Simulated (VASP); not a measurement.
Energy against volume of Er (hcp). Method: PBEsol GGA, VASP's PBE PAW potentials (set 64) (plane waves; VASP 6.6.1). Settings: 520 eV cut-off, 12×12×7 Γ-centred mesh, first-order Methfessel-Paxton smearing of 0.10 eV, potentials Er_3.

The 4f electrons are frozen in the core of the lanthanide potential, so 4f levels, which can set the real gap, and their magnetism are missing.

Shape and ions are relaxed at each volume.

```
V (Å³/atom)  E (eV/atom)
-----------  -----------
27.402          -4.90212
28.277          -4.91452
29.152          -4.91881
30.026          -4.91586
```

Problem. Fit these four points and predict the energy of the run at 30.901 Å³/atom.

Solution. A cubic in V^(−2/3), the third-order Birch-Murnaghan form, passes through the four points with V0 = 29.22 Å³/atom and B0 = 44 GPa, and gives -4.9064 eV/atom there. The run gave -4.9062 eV/atom, +0.2 meV/atom from the fit; all five points give B0 = 44 GPa.

The compound is Er in the hcp structure. It was relaxed first.
